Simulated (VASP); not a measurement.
Computed with AM05 GGA, VASP's PBE PAW potentials (set 64) (plane waves; VASP).

VASP input:

**KPOINTS**
```
k-points along high-symmetry lines
10
Line-mode
Reciprocal
  0.000000   0.000000   0.000000 ! GAMMA
  0.000000   0.500000   0.000000 ! X

  0.000000   0.500000   0.000000 ! X
  0.500000   0.500000   0.000000 ! M

  0.500000   0.500000   0.000000 ! M
  0.000000   0.000000   0.000000 ! GAMMA

  0.000000   0.000000   0.000000 ! GAMMA
  0.000000   0.000000   0.500000 ! Z

  0.000000   0.000000   0.500000 ! Z
  0.000000   0.500000   0.500000 ! R

  0.000000   0.500000   0.500000 ! R
  0.500000   0.500000   0.500000 ! A

  0.500000   0.500000   0.500000 ! A
  0.000000   0.000000   0.500000 ! Z

  0.000000   0.500000   0.000000 ! X
  0.000000   0.500000   0.500000 ! R

  0.500000   0.500000   0.000000 ! M
  0.500000   0.500000   0.500000 ! A
```

POSCAR:
```
CuAu
1
    2.8225177267     0.0000000000    -0.0000000000
    0.0000000000     2.8225177267     0.0000000000
   -0.0000000000    -0.0000000000     3.5537787755
Cu Au
1 1
Direct
  0.0000000000   0.0000000000   0.0000000000
  0.5000000000   0.5000000000   0.5000000000
```

### INCAR
```
SYSTEM = CuAu
PREC = Accurate; ENCUT = 520; LREAL = F
LASPH = T; ICHARG = 11
EDIFF = 1E-7; NELM = 100; ALGO = Normal
LMAXMIX = 6
ISMEAR = 0; SIGMA = 0.05
GGA = AM
LWAVE = F; LCHARG = F; LORBIT = 11
```

POTCAR, in this order: Cu Au (PBE.64 set). Program: vasp_std. Read from the step before: CHGCAR.

Problem. What will the output report for the number of irreducible k-points (NKPTS), largest plane-wave count, number of space-group operations, FFT grid (NGX, NGY, NGZ)?

Solution. 
| Quantity | Result |
|---|---|
| number of irreducible k-points (NKPTS) | 90 |
| largest plane-wave count | 788 |
| number of space-group operations | 16 |
| FFT grid (NGX, NGY, NGZ) | 24 × 24 × 28 |

The compound is CuAu in the L1_0 structure. It was relaxed first.
